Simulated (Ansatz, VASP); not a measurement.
# InSe in two plane-wave programs

Wanted: the spread between two codes on one cell, functional and k mesh. The cell is taken from a series of runs on this material, whose earlier steps may have relaxed, scaled, displaced or heated it; both programs get it as it stands.

Calculated with Ansatz 0.2.0; plane waves, with VASP 6.6.1 beside it; electric field gradients at LDA.

## 1. Starting point

Symmetry: R3m, No. 160, trigonal system. Conventional cell: a = 4.000 Å, b = 4.000 Å, c = 25.320 Å, α = 90.00°, β = 90.00°, γ = 120.00°. Nearest to In lie 3 Se at 2.63 Å and 1 In at 2.82 Å. In has 3 Se at 2.64 Å and 1 In at 2.82 Å nearest. Se has 3 In at 2.63 Å nearest. Nearest to Se lie 3 In at 2.64 Å. Farther neighbours and most contacts between anions are not listed.

As a file:

```cif
data_structure
_symmetry_space_group_name_H-M 'P 1'
_symmetry_Int_Tables_number 1
_cell_length_a 8.7503
_cell_length_b 8.7503
_cell_length_c 8.7503
_cell_angle_alpha 26.425
_cell_angle_beta 26.425
_cell_angle_gamma 26.425
_cell_volume 116.95
loop_
_atom_site_label
_atom_site_type_symbol
_atom_site_fract_x
_atom_site_fract_y
_atom_site_fract_z
_atom_site_occupancy
In1 In 0.88860 0.88860 0.88860 1
In2 In 0.00000 0.00000 0.00000 1
Se3 Se 0.17190 0.17190 0.17190 1
Se4 Se 0.38350 0.38350 0.38350 1
```

## 2. VASP: electric field gradients, LDA

Field gradients test the density near the nuclei, where the PAW reconstruction matters most.

Lines of VASP's logs that name or quote its potential files are left out, and so is its time.

The input, INCAR:

```
SYSTEM = InSe
PREC = Accurate
ENCUT = 400
EDIFF = 1E-06
NELM = 100
ISMEAR = -1
SIGMA = 0.05
LREAL = .FALSE.
ALGO = Normal
GGA = PW92
NBANDS = 25
LORBIT = 11
LWAVE = .FALSE.
LCHARG = .FALSE.
KPAR = 2
ISIF = 2
LEFG = .TRUE.
LASPH = .TRUE.
```

The input, POSCAR:

```
InSe
1.0
    2.0000000000      1.1547005384      8.4400000000
   -2.0000000000      1.1547005384      8.4400000000
    0.0000000000     -2.3094010768      8.4400000000
In Se
2 2
Direct
    0.8886000000      0.8886000000      0.8886000000
    0.0000000000      0.0000000000      0.0000000000
    0.1719000000      0.1719000000      0.1719000000
    0.3835000000      0.3835000000      0.3835000000
```

The input, KPOINTS:

```
Automatic mesh
0
Gamma
8 8 8
0 0 0
```

PAW data sets: In_d and Se (LDA family, release 64).

Started as:

```sh
> mpirun -np 2 vasp_std
```

Numbers of over 12 decimals in the logs are rounded to 6 here.

Output:

```text
[banner, memory and clock lines left out]
running    2 mpi-ranks, on    1 nodes
 distrk:  each k-point on    1 cores,    2 groups
 distr:  one band on    1 cores,    1 groups

 POSCAR found type information on POSCAR InSe
 POSCAR found :  2 types and       4 ions
|                                                                             |
|               ----> ADVICE to this user running VASP <----                  |
|                                                                             |
|     You enforced a specific xc type in the INCAR file but a different       |
|     [... a line on the potential file left out ...]
|     I HOPE YOU KNOW WHAT YOU ARE DOING!                                     |
|                                                                             |

 LDA part: xc-table for (Slater(with rela. corr.)+PW92), standard interpolation
 POSCAR, INCAR and KPOINTS ok, starting setup
 FFT: planning ... GRIDC
 FFT: planning ... GRID_SOFT
 FFT: planning ... GRID
 WAVECAR not read
 entering main loop
       N       E                     dE             d eps       ncg     rms          rms(c)
DAV:   1     0.306472253485E+03    0.30647E+03   -0.15117E+04  3250   0.140E+03
DAV:   2     0.172386817597E+02   -0.28923E+03   -0.28322E+03  3361   0.359E+02
DAV:   3    -0.157553123498E+02   -0.32994E+02   -0.32567E+02  4227   0.139E+02
DAV:   4    -0.170680934623E+02   -0.13128E+01   -0.13098E+01  3689   0.305E+01
DAV:   5    -0.171302480934E+02   -0.62155E-01   -0.62146E-01  5322   0.598E+00    0.683E+00
DAV:   6    -0.166773009031E+02    0.45295E+00   -0.94092E-01  4393   0.158E+01    0.418E+00
DAV:   7    -0.166373395773E+02    0.39961E-01   -0.33833E-01  4313   0.416E+00    0.110E+00
DAV:   8    -0.166314039716E+02    0.59356E-02   -0.28549E-02  5004   0.195E+00    0.554E-01
DAV:   9    -0.166306118865E+02    0.79209E-03   -0.46676E-03  3890   0.474E-01    0.142E-01
DAV:  10    -0.166306270158E+02   -0.15129E-04   -0.28956E-04  4890   0.128E-01    0.778E-02
DAV:  11    -0.166306398556E+02   -0.12840E-04   -0.55756E-05  4534   0.783E-02    0.176E-02
DAV:  12    -0.166306362630E+02    0.35925E-05   -0.11127E-05  4416   0.352E-02    0.120E-02
DAV:  13    -0.166306366887E+02   -0.42562E-06   -0.21663E-06  2802   0.872E-03
ion   1
     0.0000000    -0.0000000    -0.0000000    -1.0727815     0.0000000    -0.0000000
     0.0000565    -0.0000000    -0.0000000    -1.0727815     0.0000000    -0.0000000
     0.0000778    -0.0000000    -0.0000000    -1.0727814     0.0000000    -0.0000000
     0.0001071    -0.0000000    -0.0000000    -1.0727814     0.0000000    -0.0000000
     0.0001475    -0.0000000    -0.0000000    -1.0727813     0.0000000    -0.0000000

     0.0000000    -0.0000000    -0.0000000    79.1754145    -0.0000000    -0.0000001
     0.0000565    -0.0000000    -0.0000000    79.1593324    -0.0000000    -0.0000001
     0.0000778    -0.0000000    -0.0000000    79.1506233    -0.0000000    -0.0000001
     0.0001071    -0.0000000    -0.0000000    79.1366732    -0.0000000    -0.0000001
     0.0001475    -0.0000000    -0.0000000    79.1144187    -0.0000000    -0.0000001

ion   2
     0.0000000     0.0000000     0.0000000    -1.0703502     0.0000000    -0.0000000
     0.0000565     0.0000000     0.0000000    -1.0703502     0.0000000    -0.0000000
     0.0000778     0.0000000     0.0000000    -1.0703501     0.0000000    -0.0000000
     0.0001071     0.0000000     0.0000000    -1.0703501     0.0000000    -0.0000000
     0.0001475     0.0000000     0.0000000    -1.0703500     0.0000000    -0.0000000

     0.0000000     0.0000000     0.0000000    79.4194684    -0.0000000    -0.0000001
     0.0000565     0.0000000     0.0000000    79.4033406    -0.0000000    -0.0000001
     0.0000778     0.0000000     0.0000000    79.3946069    -0.0000000    -0.0000001
     0.0001071     0.0000000     0.0000000    79.3806176    -0.0000000    -0.0000001
     0.0001475     0.0000000     0.0000000    79.3583007    -0.0000000    -0.0000001

ion   3
     0.0000000     0.0000000    -0.0000000     0.5769664     0.0000000    -0.0000000
     0.0000499     0.0000000    -0.0000000     0.5769664     0.0000000    -0.0000000
     0.0000687     0.0000000    -0.0000000     0.5769664     0.0000000    -0.0000000
     0.0000946     0.0000000    -0.0000000     0.5769664     0.0000000    -0.0000000
     0.0001302     0.0000000    -0.0000000     0.5769664     0.0000000    -0.0000000

     0.0000000     0.0000000    -0.0000000    53.0619132     0.0000000    -0.0000000
     0.0000499     0.0000000    -0.0000000    53.0597548     0.0000000    -0.0000000
     0.0000687     0.0000000    -0.0000000    53.0585549     0.0000000    -0.0000000
     0.0000946     0.0000000    -0.0000000    53.0566164     0.0000000    -0.0000000
     0.0001302     0.0000000    -0.0000000    53.0535007     0.0000000    -0.0000000

ion   4
     0.0000000    -0.0000000     0.0000000     0.5114002     0.0000000    -0.0000000
     0.0000499    -0.0000000     0.0000000     0.5114002     0.0000000    -0.0000000
     0.0000687    -0.0000000     0.0000000     0.5114002     0.0000000    -0.0000000
     0.0000946    -0.0000000     0.0000000     0.5114002     0.0000000    -0.0000000
     0.0001302    -0.0000000     0.0000000     0.5114002     0.0000000    -0.0000000

     0.0000000    -0.0000000     0.0000000    49.4560229     0.0000000    -0.0000000
     0.0000499    -0.0000000     0.0000000    49.4540198     0.0000000    -0.0000000
     0.0000687    -0.0000000     0.0000000    49.4529070     0.0000000    -0.0000000
     0.0000946    -0.0000000     0.0000000    49.4511098     0.0000000    -0.0000000
     0.0001302    -0.0000000     0.0000000    49.4482220     0.0000000    -0.0000000

   1 F= -.16630637E+02 E0= -.16630546E+02  d E =-.181556E-03
```

OUTCAR, selected parts (step 2):

```text
ion  position               nearest neighbor table
   1  0.889  0.889  0.889-   3 2.63   3 2.63   3 2.63   2 2.82
   2  0.000  0.000  0.000-   4 2.64   4 2.64   4 2.64   1 2.82
   3  0.172  0.172  0.172-   1 2.63   1 2.63   1 2.63
   4  0.383  0.383  0.383-   2 2.64   2 2.64   2 2.64

  LATTYP: Found a trigonal (rhomboedric) cell.
 ALAT       =     8.7502533297
 COS(alpha) =     0.8955162542

 Subroutine GETGRP returns: Found  6 space group operations
 (whereof  6 operations were pure point group operations)

The static configuration has the point symmetry C_3v.

 Found     65 irreducible k-points:

   k-points           NKPTS =     65   k-points in BZ     NKDIM =     65   number of bands    NBANDS=     25

   dimension x,y,z NGX =    60 NGY =   60 NGZ =   60
   dimension x,y,z NGXF=   120 NGYF=  120 NGZF=  120

   ENCUT  =  400.0 eV  29.40 Ry    5.42 a.u.  14.27 14.27 14.27*2*pi/ulx,y,z

   NELECT =      38.0000    total number of electrons

 k-points in reciprocal lattice and weights: Automatic mesh
   0.00000000  0.00000000  0.00000000       0.002
   0.12500000 -0.00000000  0.00000000       0.012
   0.25000000 -0.00000000  0.00000000       0.012
   0.37500000  0.00000000  0.00000000       0.012
   0.50000000 -0.00000000  0.00000000       0.006
   0.12500000  0.12500000  0.00000000       0.012
   0.25000000  0.12500000  0.00000000       0.023
   0.37500000  0.12500000  0.00000000       0.023
   0.50000000  0.12500000  0.00000000       0.023
[...]
-0.37500000  0.50000000  0.37500000       0.012
   0.50000000  0.50000000  0.50000000       0.002

 average (electrostatic) potential at core
       1 -96.6956       2 -96.6917       3 -60.3715       4 -60.3659

 E-fermi :   4.0785

 k-point     1 :       0.0000    0.0000    0.0000
  band No.  band energies     occupation
    ...
     15       2.3701      2.00000
     16       2.6429      2.00000
     17       2.6429      2.00000
     18       2.7361      2.00000
     19       2.7361      2.00000
     20       5.5084      0.00000
     21       5.8724      0.00000
     22       8.2548      0.00000
     23       8.2548      0.00000
     24       9.0126      0.00000
    ...

 k-point     2 :       0.1250   -0.0000    0.0000
  band No.  band energies     occupation
    ...
     15       1.6038      2.00000
     16       2.2484      2.00000
     17       2.4421      2.00000
     18       2.5686      2.00000
     19       2.8139      2.00000
     20       5.8624      0.00000
     21       6.5718      0.00000
     22       7.5448      0.00000
     23       8.4118      0.00000
     24       8.6563      0.00000
    ...

 k-point     3 :       0.2500   -0.0000    0.0000
  band No.  band energies     occupation
    ...
     15       0.4198      2.00000
     16       1.8946      2.00000
     17       2.0441      2.00000
     18       2.1831      2.00000
     19       2.9245      2.00000
     20       5.8446      0.00000
     21       6.0286      0.00000
     22       7.8689      0.00000
     23       8.0715      0.00000
     24       8.6386      0.00000
    ...

  Total       -0.7346370     -0.7346370     -1.6087792      0.0000000      0.0000000     -0.0000000
  in kB      -10.0644566    -10.0644566    -22.0401203      0.0000000      0.0000000     -0.0000000
  external PRESSURE =     -14.0563445 kB  Pullay stress =       0.0000000 kB

  energy-cutoff  :      400.00
  volume of cell :      116.95
      direct lattice vectors                 reciprocal lattice vectors
     2.000000000  1.154700538  8.440000000     0.250000000  0.144337567  0.039494471
    -2.000000000  1.154700538  8.440000000    -0.250000000  0.144337567  0.039494471
     0.000000000 -2.309401077  8.440000000     0.000000000 -0.288675135  0.039494471

 POSITION                                       TOTAL-FORCE (eV/Angst)
 -----------------------------------------------------------------------------------
      0.00000      0.00000     22.49935         0.000000      0.000000      0.248959
      0.00000      0.00000      0.00000         0.000000     -0.000000     -0.231312
      0.00000      0.00000      4.35251         0.000000      0.000000      0.039637
      0.00000      0.00000      9.71022         0.000000      0.000000     -0.057284
 -----------------------------------------------------------------------------------
    total drift:                                0.000000      0.000000      0.000307

  FREE ENERGIE OF THE ION-ELECTRON SYSTEM (eV)
  ---------------------------------------------------
  free  energy   TOTEN  =       -16.6306366887 eV

  energy  without entropy=      -16.6304551325  energy(sigma->0) =      -16.63054591

 Electric field gradients after diagonalization (V/A^2)
 (convention: |V_zz| > |V_xx| > |V_yy|)
----------------------------------------------------------------------
 ion       V_xx      V_yy      V_zz     asymmetry (V_yy - V_xx)/ V_zz
----------------------------------------------------------------------
   1      49.620    49.620   -99.240       0.000
   2      49.769    49.769   -99.539       0.000
   3      33.715    33.715   -67.431       0.000
   4      31.446    31.446   -62.892       0.000
----------------------------------------------------------------------

 total charge
# of ion       s       p       d       tot
------------------------------------------
    1        0.873   0.680   9.882  11.436
    2        0.873   0.679   9.882  11.434
    3        1.478   2.329   0.024   3.831
    4        1.479   2.327   0.024   3.830
--------------------------------------------------
tot          4.704   6.015  19.812  30.531

[... 3 further parts left out ...]
```

The run ends at a pressure of -1.41 GPa, with forces up to 0.25 eV/Å.

(Part 1 of 2 ends here.)

[Lines on the potential files, build, host, timing and source positions are cut from VASP's logs without a mark.]

[Logs are printed without paths, hosts, clocks, repeated set-up lines and the standing remarks that a program may print on its own settings, such as how far it seeks lower states.]

[Hosts, paths, dates, database ids (printed as entryN), source tags and the programs' standing remarks are cut or masked in the printed files.]
